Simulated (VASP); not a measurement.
Input of a VASP 6.6.1 run:

Contents of INCAR:

```
SYSTEM = Mg3SiSe
PREC = Accurate
ENCUT = 520
EDIFF = 1E-6
ISMEAR = 0
SIGMA = 0.05
LREAL = .FALSE.
LASPH = .TRUE.
NELM = 80
ALGO = Normal
ISIF = 2
LWAVE = .FALSE.
LCHARG = .TRUE.
LELF = .TRUE.
LVHAR = .TRUE.
NBANDS = 16
```

File KPOINTS:

```
Automatic mesh
0
G
  4 4 4
  0 0 0
```

File POSCAR:

```
Mg3SiSe
1.0
    4.9091057588      0.0000000000      0.0000000000
    0.0000000000      4.9091057588      0.0000000000
    0.0000000000      0.0000000000      4.9091057588
Si Se Mg
1 1 3
Direct
    0.0000000000      0.0000000000      0.0000000000
    0.5000000000      0.5000000000      0.5000000000
    0.5000000000      0.5000000000      0.0000000000
    0.5000000000      0.0000000000      0.5000000000
    0.0000000000      0.5000000000      0.5000000000
```

Potentials or basis: VASP PAW LDA potentials, release 64 (Si, Se, Mg).

Run with:

```console
$ cat potpaw_LDA.64/Si/POTCAR potpaw_LDA.64/Se/POTCAR potpaw_LDA.64/Mg/POTCAR > POTCAR
$ mpirun -np 1 vasp_std > vasp.out
```

(1) Predict the pressure.

(2) Estimate the band gap on the k mesh.

Results:

(1) -2.2 GPa.

(2) 0.05 eV, indirect (least direct gap 0.11 eV).
